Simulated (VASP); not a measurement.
# MoSi2 (MoSi2 type): computed properties

All values below come from PBEsol GGA, VASP's PBE PAW potentials (set 64) (plane waves; VASP).

| Quantity | Result |
|---|---|
| space group | I4/mmm (139) |
| cell | a = 3.190 Å, b = 3.190 Å, c = 7.823 Å, α = 90.00°, β = 90.00°, γ = 90.00° |
| volume per atom | 13.27 Å³/atom |
| band gap (over mesh and band path) | none (metal, semimetal or under 0.01 eV) |
| density | 6.35 g/cm³ |

```yaml
crystal:
  lattice:
    - [-1.59502, 1.59502, 3.91174]
    - [1.59502, -1.59502, 3.91174]
    - [1.59502, 1.59502, -3.91174]
  atoms:
    - { symbol: Si, position: [0.66495, 0.66495, 0.00000] }
    - { symbol: Si, position: [0.33505, 0.33505, 0.00000] }
    - { symbol: Mo, position: [0.00000, 0.00000, 0.00000] }
```

Measured: a 3.205 Å (computed value off by -0.5 %), c 7.845 Å (computed value off by -0.3 %), as given by Orest Pavlosiuk et al., Physical Review B (2022), arXiv:2202.05362. The calculation is for a static lattice, while the measured a, c hold thermal and zero-point effects, which are part of the difference.

The compound is MoSi2 in the MoSi2 type structure. It was relaxed first. Symmetry was kept, so distortions that lower it aren't found.
